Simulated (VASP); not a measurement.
All values below come from PW91 GGA, VASP's PBE PAW potentials (set 64) (plane waves; VASP).

VASP ran on this input.

### INCAR
```
NSW=60
LASPH=.TRUE.
LCHARG=.FALSE.
LREAL=.FALSE.
LWAVE=.FALSE.
ISIF=3   ! ions, shape and volume
EDIFFG=-0.02
PREC=Accurate
SIGMA=0.05
IBRION=2   ! conjugate gradients
GGA=91   ! PW91
EDIFF=1E-6   ! SCF stop (eV)
ISMEAR=0   ! Gaussian
ALGO=Normal
ENCUT=520
NELM=100
SYSTEM=AlN
```

**KPOINTS**
```
K-points
0
gamma
 7 7 4
```

POSCAR:
```
AlN
1
    1.5645148003    -2.7098191175     0.0000000000
    1.5645148003     2.7098191175    -0.0000000000
    0.0000000000     0.0000000000     5.0104462886
Al N
2 2
Direct
  0.6666670000   0.3333330000   0.5000587813
  0.3333330000   0.6666670000   0.0000587813
  0.6666670000   0.3333330000   0.8819412187
  0.3333330000   0.6666670000   0.3819412187
```

POTCAR, in this order: Al N (PBE.64 set). Program: vasp_std.

Problem. Predict the energy per atom (σ→0).

Solution. 
The energy per atom (σ→0) is -7.491 eV/atom.

**OSZICAR**
```
...
DAV:   6    -0.299687600322E+02    0.48805E+01   -0.17770E+01   692   0.321E+01    0.417E+00
DAV:   7    -0.299813141763E+02   -0.12554E-01   -0.65198E-01   636   0.640E+00    0.285E+00
DAV:   8    -0.299678863061E+02    0.13428E-01   -0.80912E-02   648   0.297E+00    0.469E-01
DAV:   9    -0.299631233697E+02    0.47629E-02   -0.20637E-02   720   0.106E+00    0.240E-01
DAV:  10    -0.299636032855E+02   -0.47992E-03   -0.18562E-03   664   0.333E-01    0.130E-01
DAV:  11    -0.299635390352E+02    0.64250E-04   -0.18003E-04   692   0.110E-01    0.309E-02
DAV:  12    -0.299635399006E+02   -0.86538E-06   -0.57911E-06   632   0.248E-02
   1 F= -.29963540E+02 E0= -.29963540E+02  d E =-.299635E+02
```

The compound is AlN in the wurtzite structure. It was relaxed first. The start is the result of an earlier pass.
